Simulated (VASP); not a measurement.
Consider the following.

```xyz
4
Lattice="3.8893 0.0000 0.0000 -1.9446 3.3682 0.0000 0.0000 0.0000 6.4522" Properties=species:S:1:pos:R:3 pbc="T T T"
Zn     3.8893     0.0000     6.4436
Cd     0.0000     2.2455     3.2751
S      0.0000     2.2455     5.7584
S      1.9446     3.3682     2.2794
```

These are LDA (Ceperley-Alder, Perdew-Zunger), VASP's LDA PAW potentials (set 64) (plane waves; VASP) values and carry that method's errors. Run with 400 eV cut-off, 7×7×4 Γ-centred mesh, tetrahedra with Blöchl corrections, potentials Zn Cd S.

The cores are frozen, which limits the accuracy of field gradients.

### Question
Give the principal components of the electric field gradient (V/Å²) and the asymmetry η at each nucleus.

### Answer

```tsv
atom	Vxx	Vyy	Vzz	η
Zn1	4.3	4.3	-8.6	0.00
Cd2	3.8	3.7	-7.5	0.00
S3	4.2	4.2	-8.5	0.00
S4	-13.9	-13.9	27.8	0.00
```

The structure comes from a computed database's ZnCdS2 entry (P3m1); how it stands against other phases isn't given here. It was relaxed first, which changed the volume by -8 %.
